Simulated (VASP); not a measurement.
LiH (rock salt): the lattice constant a from VASP (plane waves, PAW) at several levels of theory. Static lattice.

```csv
level,lattice constant a (Å)
RPBE,4.063
AM05,4.008
PBE-D3(BJ),3.879
optB88-vdW,4.010
rev-vdW-DF2,4.011
HSE06,3.990
```

The cell of the RPBE run:

```xyz
2
Lattice="0.0000 2.0313 2.0313 2.0313 0.0000 2.0313 2.0313 2.0313 0.0000" Properties=species:S:1:pos:R:3 pbc="T T T"
Li     0.0000     0.0000     0.0000
H      2.0313     2.0313     2.0313
```

Only levels that ran to the end are used. Left out are those held back, those with too coarse a band path, GW runs whose mesh misses a band edge, hybrids' fits of cells that aren't cubic and levels without matching references; a question may draw on a part of the rest.

The compound is LiH in the rock salt structure.
